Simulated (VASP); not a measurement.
Calculation: SCAN meta-GGA, VASP's PBE PAW potentials (set 64) (plane waves; VASP).

VASP input:

File POSCAR:
```
Tl
1
    1.7300000000    -2.9964480000     0.0000000000
    1.7300000000     2.9964480000     0.0000000000
    0.0000000000     0.0000000000     5.5200000000
Tl
2
Direct
  0.3333330000   0.6666670000   0.2500000000
  0.6666670000   0.3333330000   0.7500000000
```

File KPOINTS:
```
Automatic mesh
0
Gamma
 11 11 6
0 0 0
```

INCAR:
```
SYSTEM=Tl
PREC=Accurate; ENCUT=520; LREAL=.FALSE.
LASPH=.TRUE.
EDIFF=1E-6; NELM=100; ALGO=Normal
LMAXMIX=4; LMIXTAU=.TRUE.
ISMEAR=1; SIGMA=0.1
METAGGA=SCAN
IBRION=2; NSW=60; ISIF=3
EDIFFG=-0.01
LWAVE=.FALSE.; LCHARG=.FALSE.
```

POTCAR, in this order: Tl_d (PBE.64 set). Program: vasp_std.

Output of the run:

**OSZICAR**
```
...
DAV:  12    -0.144588431140E+03    0.14176E-02   -0.21043E-04  2302   0.819E-02    0.488E-01
DAV:  13    -0.144632594248E+03   -0.44163E-01   -0.25679E-02  2193   0.155E+00    0.797E-02
DAV:  14    -0.144634247655E+03   -0.16534E-02   -0.16411E-03  2339   0.300E-01    0.765E-02
DAV:  15    -0.144634214627E+03    0.33027E-04   -0.13135E-05  2227   0.282E-02    0.748E-02
DAV:  16    -0.144634284512E+03   -0.69885E-04   -0.81581E-05  2224   0.809E-02    0.681E-02
DAV:  17    -0.144634382117E+03   -0.97605E-04   -0.13023E-03  2220   0.350E-01    0.312E-02
DAV:  18    -0.144634358527E+03    0.23591E-04   -0.16130E-05  2426   0.354E-02    0.286E-02
DAV:  19    -0.144634461308E+03   -0.10278E-03   -0.83036E-06  2219   0.311E-02    0.200E-02
DAV:  20    -0.144634619039E+03   -0.15773E-03   -0.29701E-05  2187   0.499E-02    0.998E-03
DAV:  21    -0.144634650696E+03   -0.31657E-04   -0.15907E-05  2207   0.379E-02    0.812E-03
DAV:  22    -0.144634681575E+03   -0.30878E-04   -0.68560E-06  1786   0.283E-02    0.444E-03
DAV:  23    -0.144634681108E+03    0.46724E-06   -0.85323E-07  1159   0.814E-03
   1 F= -.14463468E+03 E0= -.14463427E+03  d E =-.144635E+03
       N       E                     dE             d eps       ncg     rms          rms(c)
DAV:   1    -0.144898095153E+03   -0.26341E+00   -0.50983E+00  2176   0.211E+01    0.294E+00
DAV:   2    -0.144682029781E+03    0.21607E+00   -0.46709E-01  2176   0.566E+00    0.981E-01
DAV:   3    -0.144636437534E+03    0.45592E-01   -0.15477E-01  2185   0.387E+00    0.769E-01
DAV:   4    -0.144738508234E+03   -0.10207E+00   -0.79181E-02  2176   0.341E+00    0.298E-01
DAV:   5    -0.144632872784E+03    0.10564E+00   -0.87132E-02  2176   0.339E+00    0.131E-01
DAV:   6    -0.144640758464E+03   -0.78857E-02   -0.69048E-03  2203   0.904E-01    0.103E-01
DAV:   7    -0.144640215881E+03    0.54258E-03   -0.46751E-04  2213   0.266E-01    0.111E-01
DAV:   8    -0.144641279398E+03   -0.10635E-02   -0.87542E-04  2221   0.314E-01    0.216E-02
DAV:   9    -0.144641319829E+03   -0.40431E-04   -0.77741E-05  2308   0.966E-02    0.883E-03
DAV:  10    -0.144641302476E+03    0.17353E-04   -0.15194E-05  2231   0.391E-02    0.381E-03
DAV:  11    -0.144641326880E+03   -0.24404E-04   -0.10660E-05  2216   0.318E-02    0.818E-03
DAV:  12    -0.144641337452E+03   -0.10572E-04   -0.51988E-06  1705   0.219E-02    0.147E-03
DAV:  13    -0.144641339935E+03   -0.24833E-05   -0.18961E-07  1097   0.506E-03    0.450E-04
DAV:  14    -0.144641341054E+03   -0.11191E-05   -0.43422E-08  1093   0.252E-03    0.214E-04
DAV:  15    -0.144641341559E+03   -0.50481E-06   -0.14795E-08  1094   0.171E-03
   2 F= -.14464134E+03 E0= -.14464086E+03  d E =-.666045E-02
       N       E                     dE             d eps       ncg     rms          rms(c)
DAV:   1    -0.144643670757E+03   -0.23297E-02   -0.43846E-02  2176   0.194E+00    0.267E-01
DAV:   2    -0.144641830123E+03    0.18406E-02   -0.42593E-03  2176   0.549E-01    0.902E-02
DAV:   3    -0.144641543884E+03    0.28624E-03   -0.13401E-03  2184   0.362E-01    0.677E-02
DAV:   4    -0.144641243474E+03    0.30041E-03   -0.62759E-04  2205   0.260E-01    0.155E-02
DAV:   5    -0.144641426031E+03   -0.18256E-03   -0.60023E-04  2179   0.281E-01    0.135E-02
DAV:   6    -0.144641397833E+03    0.28198E-04   -0.84677E-05  2177   0.101E-01    0.399E-03
DAV:   7    -0.144641418532E+03   -0.20699E-04   -0.35817E-06  1693   0.213E-02    0.132E-03
DAV:   8    -0.144641412403E+03    0.61289E-05   -0.21984E-07  1090   0.437E-03    0.581E-04
DAV:   9    -0.144641412872E+03   -0.46934E-06   -0.51564E-08  1091   0.207E-03
   3 F= -.14464141E+03 E0= -.14464093E+03  d E =-.673176E-02
       N       E                     dE             d eps       ncg     rms          rms(c)
DAV:   1    -0.144641536563E+03   -0.12416E-03   -0.23851E-03  2176   0.451E-01    0.624E-02
DAV:   2    -0.144641459353E+03    0.77210E-04   -0.23293E-04  2176   0.128E-01    0.211E-02
DAV:   3    -0.144641454120E+03    0.52329E-05   -0.72933E-05  2186   0.843E-02    0.157E-02
DAV:   4    -0.144641394252E+03    0.59867E-04   -0.33574E-05  2206   0.595E-02    0.339E-03
DAV:   5    -0.144641430441E+03   -0.36189E-04   -0.32014E-05  2179   0.647E-02    0.318E-03
DAV:   6    -0.144641414119E+03    0.16323E-04   -0.45429E-06  1697   0.237E-02    0.959E-04
DAV:   7    -0.144641417871E+03   -0.37517E-05   -0.18128E-07  1091   0.465E-03    0.270E-04
DAV:   8    -0.144641416994E+03    0.87617E-06   -0.12920E-08  1089   0.117E-03
   4 F= -.14464142E+03 E0= -.14464093E+03  d E =-.673589E-02
       N       E                     dE             d eps       ncg     rms          rms(c)
DAV:   1    -0.144644415059E+03   -0.29972E-02   -0.11734E-01  2236   0.275E+00    0.236E-01
DAV:   2    -0.144642522682E+03    0.18924E-02   -0.25809E-03  2244   0.471E-01    0.135E-01
DAV:   3    -0.144641994006E+03    0.52868E-03   -0.19796E-03  2190   0.542E-01    0.419E-02
DAV:   4    -0.144641894465E+03    0.99540E-04   -0.37082E-04  2190   0.235E-01    0.119E-02
DAV:   5    -0.144641956015E+03   -0.61549E-04   -0.43020E-04  2206   0.222E-01    0.114E-02
DAV:   6    -0.144641924079E+03    0.31936E-04   -0.16808E-04  2194   0.114E-01    0.456E-03
DAV:   7    -0.144641919847E+03    0.42319E-05   -0.53361E-06  2024   0.247E-02    0.842E-04
DAV:   8    -0.144641909869E+03    0.99785E-05   -0.18652E-06  1685   0.143E-02    0.121E-03
DAV:   9    -0.144641918098E+03   -0.82289E-05   -0.77008E-07  1134   0.772E-03    0.396E-04
DAV:  10    -0.144641915055E+03    0.30425E-05   -0.13248E-07  1091   0.359E-03    0.152E-04
DAV:  11    -0.144641915268E+03   -0.21350E-06   -0.87802E-09  1091   0.811E-04
   5 F= -.14464192E+03 E0= -.14464142E+03  d E =-.498274E-03
       N       E                     dE             d eps       ncg     rms          rms(c)
DAV:   1    -0.144664828309E+03   -0.22913E-01   -0.10552E+00  2236   0.826E+00    0.701E-01
DAV:   2    -0.144648416761E+03    0.16412E-01   -0.22874E-02  2239   0.140E+00    0.404E-01
DAV:   3    -0.144642817343E+03    0.55994E-02   -0.17988E-02  2195   0.163E+00    0.125E-01
DAV:   4    -0.144643001240E+03   -0.18390E-03   -0.34350E-03  2196   0.716E-01    0.385E-02
DAV:   5    -0.144642520239E+03    0.48100E-03   -0.37967E-03  2191   0.668E-01    0.334E-02
DAV:   6    -0.144642887033E+03   -0.36679E-03   -0.17636E-03  2177   0.380E-01    0.159E-02
DAV:   7    -0.144642875401E+03    0.11632E-04   -0.55751E-05  2281   0.757E-02    0.450E-03
DAV:   8    -0.144642854907E+03    0.20494E-04   -0.14457E-05  2199   0.416E-02    0.447E-03
DAV:   9    -0.144642876210E+03   -0.21303E-04   -0.76125E-06  1705   0.266E-02    0.217E-03
DAV:  10    -0.144642872791E+03    0.34196E-05   -0.12966E-06  1683   0.105E-02    0.536E-04
DAV:  11    -0.144642872208E+03    0.58239E-06   -0.13169E-07  1093   0.288E-03
   6 F= -.14464287E+03 E0= -.14464216E+03  d E =-.145521E-02
       N       E                     dE             d eps       ncg     rms          rms(c)
DAV:   1    -0.144645281500E+03   -0.24087E-02   -0.11414E-01  2227   0.271E+00    0.230E-01
DAV:   2    -0.144643520615E+03    0.17609E-02   -0.24445E-03  2232   0.459E-01    0.133E-01
DAV:   3    -0.144642996704E+03    0.52391E-03   -0.19413E-03  2190   0.540E-01    0.391E-02
DAV:   4    -0.144642910999E+03    0.85705E-04   -0.35735E-04  2200   0.232E-01    0.116E-02
DAV:   5    -0.144642963288E+03   -0.52289E-04   -0.40021E-04  2200   0.214E-01    0.109E-02
DAV:   6    -0.144642931358E+03    0.31930E-04   -0.15624E-04  2197   0.110E-01    0.433E-03
DAV:   7    -0.144642926316E+03    0.50424E-05   -0.55248E-06  2007   0.252E-02    0.831E-04
DAV:   8    -0.144642917727E+03    0.85889E-05   -0.17942E-06  1694   0.140E-02    0.124E-03
DAV:   9    -0.144642924718E+03   -0.69908E-05   -0.69317E-07  1109   0.740E-03    0.430E-04
DAV:  10    -0.144642922233E+03    0.24849E-05   -0.12916E-07  1091   0.353E-03    0.167E-04
DAV:  11    -0.144642922509E+03   -0.27587E-06   -0.89145E-09  1091   0.794E-04
   7 F= -.14464292E+03 E0= -.14464215E+03  d E =-.150551E-02
```

File OUTCAR:
```
------------------------ aborting loop because EDIFF is reached ----------------------------------------
  FORCE on cell =-STRESS in cart. coord.  units (eV):
  Direction    XX          YY          ZZ          XY          YZ          ZX
  --------------------------------------------------------------------------------------
  Total       -0.0168938     -0.0168938     -0.0158103      0.0000000     -0.0000000      0.0000000
  in kB       -0.4555182     -0.4555182     -0.4263030      0.0000000     -0.0000000      0.0000000
  external PRESSURE =      -0.4457798 kB  Pullay stress =       0.0000000 kB
  volume of cell :       59.42
      direct lattice vectors                 reciprocal lattice vectors
     1.765334640 -3.057649398  0.000000000     0.283232419 -0.163524307 -0.000000000
     1.765334640  3.057649398  0.000000000     0.283232419  0.163524307 -0.000000000
     0.000000000  0.000000000  5.504102602    -0.000000000  0.000000000  0.181682660
 POSITION                                       TOTAL-FORCE (eV/Angst)
 -----------------------------------------------------------------------------------
      1.76533      1.01922      1.37603         0.000000     -0.000000      0.000000
      1.76533     -1.01922      4.12808        -0.000000      0.000000      0.000000
 -----------------------------------------------------------------------------------
    total drift:                               -0.000011      0.000464      0.000011
  FREE ENERGIE OF THE ION-ELECTRON SYSTEM (eV)
  ---------------------------------------------------
  free  energy   TOTEN  =      -144.6429225086 eV

  energy  without entropy=     -144.6406057393  energy(sigma->0) =     -144.64215025

 reached required accuracy - stopping structural energy minimisation
```
(Selected blocks of OUTCAR.)

### CONTCAR
```
Tl
   1.00000000000000
     1.7653346398838528   -3.0576493979009487    0.0000000000000000
     1.7653346398838528    3.0576493979009487    0.0000000000000000
     0.0000000000000000    0.0000000000000001    5.5041026023308035
  Tl
     2
Direct
     0.3333330000000032    0.6666669999999968    0.2500000000000000
     0.6666669999999968    0.3333330000000032    0.7500000000000000
```

Energy and stress use the plane-wave basis of the starting cell.

The compound is Tl in the hcp structure. This run relaxes it. Symmetry was kept, so distortions that lower it aren't found.
